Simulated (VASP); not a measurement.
An input for Quantum ESPRESSO's pw.x (written as the equivalent of a VASP run, and not itself run):

```
&CONTROL
  calculation = 'vc-relax'
  pseudo_dir = './pseudo'
  outdir = './out'
  tprnfor = .true.
  tstress = .true.
  nstep = 40
  forc_conv_thr = 0.00078
/
&SYSTEM
  ibrav = 0
  nat = 4
  ntyp = 2
  ecutwfc = 88
  occupations = 'smearing'
  smearing = 'gaussian'
  degauss = 0.003675
  input_dft = 'pbesol'
/
&ELECTRONS
  conv_thr = 7.3e-08
  electron_maxstep = 100
/
&IONS
/
&CELL
  press = 100
/
ATOMIC_SPECIES
  Be 9.012 Be.upf
  S 32.060 S.upf
CELL_PARAMETERS angstrom
     3.3147454    0.0000000    0.0000000
    -1.6573727    2.8706535    0.0000000
     0.0000000    0.0000000    5.4668845
ATOMIC_POSITIONS crystal
  Be   0.3333330  0.6666670  0.0006242
  Be   0.6666670  0.3333330  0.5006242
  S    0.3333330  0.6666670  0.3743758
  S    0.6666670  0.3333330  0.8743758
K_POINTS automatic
  8 8 4 0 0 0
```

Translate this input to VASP (INCAR, KPOINTS, POSCAR, choice of POTCAR).

Several could match; the one computed here: 
### KPOINTS
```
Automatic mesh
0
Gamma
8 8 4
0 0 0
```

### INCAR
```
LWAVE = F
EDIFF = 1E-6   # SCF stop (eV)
EDIFFG = -0.02   # ionic stop
PSTRESS = 100   # kbar
LASPH = T
ISMEAR = 0   # Gaussian
GGA = PS
IBRION = 2
LCHARG = F
SYSTEM = BeS
ENCUT = 500
LREAL = F   # projection in real space or not
NELM = 100   # most electronic steps
PREC = Accurate
ALGO = Normal   # blocked Davidson
NSW = 40
SIGMA = 0.05   # width (eV)
ISIF = 3   # ions, shape and volume
```

### POSCAR
```
BeS
1
    3.3147454169     0.0000000000     0.0000000000
   -1.6573727084     2.8706535485     0.0000000000
    0.0000000000     0.0000000000     5.4668844960
Be S
2 2
Direct
  0.3333330000   0.6666670000   0.0006242112
  0.6666670000   0.3333330000   0.5006242112
  0.3333330000   0.6666670000   0.3743757888
  0.6666670000   0.3333330000   0.8743757888
```

POTCAR, in this order: Be S (PBE.64 set). Program: vasp_std.

Limits of the translation: the potentials are each code's own (VASP's PAW set, PseudoDojo norm-conserving files in pw.x), so ENCUT and ecutwfc are chosen apart and not converted; conv_thr bounds pw.x's estimated SCF error, while EDIFF bounds the energy change between steps; forc_conv_thr acts on force components and is met together with etot_conv_thr.

The structure was generated: BeS was put into the wurtzite type (P6_3mc), which need not be its known phase. It was relaxed first under an external pressure of 10 GPa.
